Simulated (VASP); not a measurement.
Crystal: MoI.

```
Mo I
1.0
     0.00000    3.17885    3.17885
     3.17885    0.00000    3.17885
     3.17885    3.17885    0.00000
Mo I
1 1
Direct
  0.00000 0.00000 0.00000
  0.75000 0.75000 0.75000
```

The cell was built by a generator and needn't be a form met in nature.

Base run:

- Program: VASP 6.6.1
- Functional: revPBE
- Potentials or basis: VASP PAW PBE potentials, release 64 (Mo_sv, I)
- Cutoff: 520 eV
- k mesh: 7 × 7 × 7
- Occupations: fermi-dirac, width 0.05 eV
- Spin: no spin polarisation

Its results: pressure -6.3 GPa.

Task: The run is repeated on the same cell with these changes: functional from revPBE to PBEsol. What comes out?

Result: Pressure -10.2 GPa.

PBEsol binds more tightly than revPBE, so the same cell stands under less pressure.

Caveats: the PAW data sets were made with another functional, which shifts forces and pressure a little; an odd number of electrons without spin polarisation forces a metal; a magnetic or distorted state may lie lower.

Not every run made on this cell is shown here.
